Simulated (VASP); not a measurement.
Input:

```yaml
crystal:
  lattice:
    - [2.73290, 0.00000, 0.00000]
    - [0.00000, 2.73290, 0.00000]
    - [0.00000, 0.00000, 2.73290]
  atoms:
    - { symbol: Pd, position: [0.00000, 0.00000, 0.00000] }
    - { symbol: C, position: [0.50000, 0.50000, 0.50000] }
```

Level of theory: PBEsol GGA, VASP's PBE PAW potentials (set 64) (plane waves; VASP 6.6.1). Numerical set-up: 520 eV cut-off, Gaussian smearing of 0.050 eV, potentials Pd C.

Q: What does the run give for the band gap (along the path) with the smallest direct gap where there is one?

A: 
The band gap (along the path) is none (metal, semimetal or under 0.01 eV).

The absolute energy has meaning only against runs of the same code, potentials and settings.

The structure was generated: PdC was put into the CsCl type type (Pm-3m), which need not be its known phase. It was relaxed first, which changed the volume by -7 %.
